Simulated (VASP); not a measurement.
A convergence study with VASP on CsI (CsCl type): one setting is varied, all else stays as given below, so the limit is that of these other settings.

```xyz
2
Lattice="4.5700 0.0000 0.0000 0.0000 4.5700 0.0000 0.0000 0.0000 4.5700" Properties=species:S:1:pos:R:3 pbc="T T T"
Cs     0.0000     0.0000     0.0000
I      2.2850     2.2850     2.2850
```

The numbers are results of PBE GGA, VASP's PBE PAW potentials (set 64) (plane waves; VASP 6.6.1), not measurements. The tightest run used: 550 eV cut-off, 11×11×11 Monkhorst-Pack mesh, Gaussian smearing of 0.050 eV, potentials Cs_sv I.

The settings run are 1×1×1 mesh; 2×2×2 mesh; 3×3×3 mesh; 4×4×4 mesh; 5×5×5 mesh; 6×6×6 mesh; 7×7×7 mesh; 8×8×8 mesh; 9×9×9 mesh; 10×10×10 mesh; 11×11×11 mesh. From which on does the stress (every component) stay within 0.5 GPa of the tightest run?

From 3×3×3 mesh on: it is off by 0.10 there and by no more than 0.5 in any finer run, while 2×2×2 mesh is off by 0.68.
```json
[
 {"setting": "1×1×1 mesh", "E (eV/atom)": "-0.6847", "pressure (GPa)": "14.17", "irreducible k-points": "1", "difference judged (GPa)": "13.41"},
 {"setting": "2×2×2 mesh", "E (eV/atom)": "-2.8053", "pressure (GPa)": "0.08", "irreducible k-points": "1", "difference judged (GPa)": "0.68"},
 {"setting": "3×3×3 mesh", "E (eV/atom)": "-2.7045", "pressure (GPa)": "0.85", "irreducible k-points": "4", "difference judged (GPa)": "0.10"},
 {"setting": "4×4×4 mesh", "E (eV/atom)": "-2.7155", "pressure (GPa)": "0.74", "irreducible k-points": "4", "difference judged (GPa)": "0.02"},
 {"setting": "5×5×5 mesh", "E (eV/atom)": "-2.7139", "pressure (GPa)": "0.76", "irreducible k-points": "10", "difference judged (GPa)": "0.00"},
 {"setting": "6×6×6 mesh", "E (eV/atom)": "-2.7142", "pressure (GPa)": "0.76", "irreducible k-points": "10", "difference judged (GPa)": "0.00"},
 {"setting": "7×7×7 mesh", "E (eV/atom)": "-2.7142", "pressure (GPa)": "0.76", "irreducible k-points": "20", "difference judged (GPa)": "0.00"},
 {"setting": "8×8×8 mesh", "E (eV/atom)": "-2.7142", "pressure (GPa)": "0.76", "irreducible k-points": "20", "difference judged (GPa)": "0.00"},
 {"setting": "9×9×9 mesh", "E (eV/atom)": "-2.7142", "pressure (GPa)": "0.76", "irreducible k-points": "35", "difference judged (GPa)": "0.00"},
 {"setting": "10×10×10 mesh", "E (eV/atom)": "-2.7142", "pressure (GPa)": "0.76", "irreducible k-points": "35", "difference judged (GPa)": "0.00"},
 {"setting": "11×11×11 mesh", "E (eV/atom)": "-2.7142", "pressure (GPa)": "0.76", "irreducible k-points": "56", "difference judged (GPa)": "0.00"}
]
```

Left out are rungs that failed or repeat a setting and relaxations that didn't move; long series are thinned to 24 rows.

The compound is CsI in the CsCl type structure. The cell was not relaxed at this level.
